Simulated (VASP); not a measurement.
Input:

```xyz
3
Lattice="0.0000 3.2354 3.2354 3.2354 0.0000 3.2354 3.2354 3.2354 0.0000" Properties=species:S:1:pos:R:3 pbc="T T T"
Mg     1.6177     1.6177     1.6177
Mg     4.8532     4.8532     4.8532
Ge     3.2354     3.2354     0.0000
```

All values below come from RPBE GGA, VASP's PBE PAW potentials (set 64) (plane waves; VASP). Numerical set-up: 520 eV cut-off, Gaussian smearing of 0.050 eV, potentials Mg Ge_d.

Task: Give the energies of bands 7 to 12 at the high-symmetry points, in eV from the valence-band maximum.

Result: 
| band | Γ | X | U | L | W |
|---|---|---|---|---|---|
| 7 | 0.00 | -4.40 | -3.98 | -4.70 | -3.58 |
| 8 | 0.00 | -1.96 | -3.40 | -0.72 | -3.58 |
| 9 | 0.00 | -1.96 | -1.63 | -0.72 | -2.61 |
| 10 | 0.91 | 0.20 | 0.72 | 0.92 | 2.77 |
| 11 | 2.75 | 0.53 | 3.06 | 2.72 | 3.63 |
| 12 | 2.75 | 7.71 | 5.88 | 2.72 | 3.68 |

The gap is indirect, 0.20 eV, from the valence maximum at Γ to the conduction minimum at X.

Measured: gap 0.74 eV (computed value off by -0.54 eV), as given by Byungki Ryu et al., Journal of the Korean Physical Society (2019), arXiv:1905.06140.

The compound is Mg2Ge in the antifluorite structure. It was relaxed first.
